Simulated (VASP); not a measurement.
Input:

```yaml
crystal:
  lattice:
    - [2.36980, -4.10461, 0.00000]
    - [2.36980, 4.10461, 0.00000]
    - [0.00000, 0.00000, 7.70500]
  atoms:
    - { symbol: Mg, position: [0.66667, 0.33333, 0.49974] }
    - { symbol: Mg, position: [0.33333, 0.66667, 0.99974] }
    - { symbol: Te, position: [0.66667, 0.33333, 0.87626] }
    - { symbol: Te, position: [0.33333, 0.66667, 0.37626] }
```

These are revPBE GGA, VASP's PBE PAW potentials (set 64) (plane waves; VASP) values and carry that method's errors. Settings: 520 eV cut-off, 6×6×3 Γ-centred mesh, Gaussian smearing of 0.050 eV, potentials Mg Te.

Unless said otherwise, spin-orbit coupling is left out, though it shifts the bands of the heavy elements here.

### Question
Predict the energy per atom (σ→0), pressure, band gap (on the k-mesh) with the smallest direct gap where there is one.

### Answer

- band gap (on the k-mesh): 2.14 eV
- smallest direct gap (on the k-mesh): 2.14 eV
- energy per atom (σ→0): -2.988 eV/atom
- pressure: -1.66 GPa

Total energies compare only between runs with the same potentials, cut-off and functional.

The compound is MgTe in the wurtzite structure. This cell is one point of a volume scan, at 1.06 of the reference volume.
